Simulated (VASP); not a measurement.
An input for Quantum ESPRESSO's pw.x (written as the equivalent of a VASP run, and not itself run):

```
&CONTROL
  calculation = 'scf'
  pseudo_dir = './pseudo'
  outdir = './out'
  tprnfor = .true.
  tstress = .true.
/
&SYSTEM
  ibrav = 0
  nat = 3
  ntyp = 2
  ecutwfc = 88
  occupations = 'smearing'
  smearing = 'gaussian'
  degauss = 0.03675
  input_dft = 'pbe'
/
&ELECTRONS
  conv_thr = 7.3e-08
  electron_maxstep = 100
/
ATOMIC_SPECIES
  Be 9.012 Be.upf
  C 12.011 C.upf
CELL_PARAMETERS angstrom
     0.0000000    2.1612060    2.1234490
     2.1617240    0.0000000    2.1234490
     2.1617240    2.1612060    0.0000000
ATOMIC_POSITIONS crystal
  Be   0.2500000  0.2500000  0.2500000
  Be   0.7500000  0.7500000  0.7500000
  C   -0.0048380  0.0048380  0.0048380
K_POINTS automatic
  8 8 8 0 0 0
```

### Question
Translate this input to VASP (INCAR, KPOINTS, POSCAR, choice of POTCAR).

### Answer
One answer among several that fit: 
File POSCAR:
```
Be2C
1
    0.0000000000     2.1612060000     2.1234490000
    2.1617240000     0.0000000000     2.1234490000
    2.1617240000     2.1612060000     0.0000000000
Be C
2 1
Direct
  0.2500000000   0.2500000000   0.2500000000
  0.7500000000   0.7500000000   0.7500000000
 -0.0048380000   0.0048380000   0.0048380000
```

**KPOINTS**
```
kpoints
0
Gamma
  8 8 8
0 0 0
```

INCAR:
```
# general
SYSTEM = Be2C
PREC   = Accurate
ENCUT  = 520   # plane-wave cut-off (eV)
LREAL  = .FALSE.   # projection in real space or not
LASPH  = .TRUE.   # aspherical one-centre terms

# electronic loop
EDIFF  = 1E-6   # SCF stop (eV)
NELM   = 100   # most electronic steps
ALGO   = Normal   # blocked Davidson

# smearing
ISMEAR = 0   # Gaussian
SIGMA  = 0.5   # width (eV)

# functional
GGA    = PE   # PBE

# ions
ISIF   = 2

# output
LWAVE  = .FALSE.
LCHARG = .FALSE.
```

POTCAR, in this order: Be C (PBE.64 set). Program: vasp_std.

Limits of the translation: the potentials are each code's own (VASP's PAW set, PseudoDojo norm-conserving files in pw.x), so ENCUT and ecutwfc are chosen apart and not converted; conv_thr bounds pw.x's estimated SCF error, while EDIFF bounds the energy change between steps.

The compound is Be2C in the antifluorite structure. The cell was not relaxed at this level, atoms are displaced from their ideal sites. The run is one of a series of settings (SIGMA = 0.5 against the base run), some of them coarse on purpose.
